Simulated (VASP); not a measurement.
Consider the following.

```xyz
2
Lattice="0.0000 2.8700 2.8700 2.8700 0.0000 2.8700 2.8700 2.8700 0.0000" Properties=species:S:1:pos:R:3 pbc="T T T"
Zn     0.0000     0.0000     0.0000
Se     4.3050     4.3050     4.3050
```

All values below come from PBE GGA, VASP's PBE PAW potentials (set 64) (plane waves; VASP). Numerical set-up: 480 eV cut-off, 7×7×7 Γ-centred mesh, Gaussian smearing of 0.050 eV, potentials Zn Se.

### Question
Estimate the energy per atom (σ→0), band gap (on the k-mesh) with the smallest direct gap where there is one.

### Answer

```json
{
  "band gap (on the k-mesh)": "1.14 eV",
  "smallest direct gap (on the k-mesh)": "1.14 eV",
  "energy per atom (σ→0)": "-3016 meV/atom"
}
```

Only differences to runs with the same potentials and settings are physical.

The structure comes from a computed database's ZnSe entry (F-43m); how it stands against other phases isn't given here. It was relaxed first. The start is the result of an earlier pass.
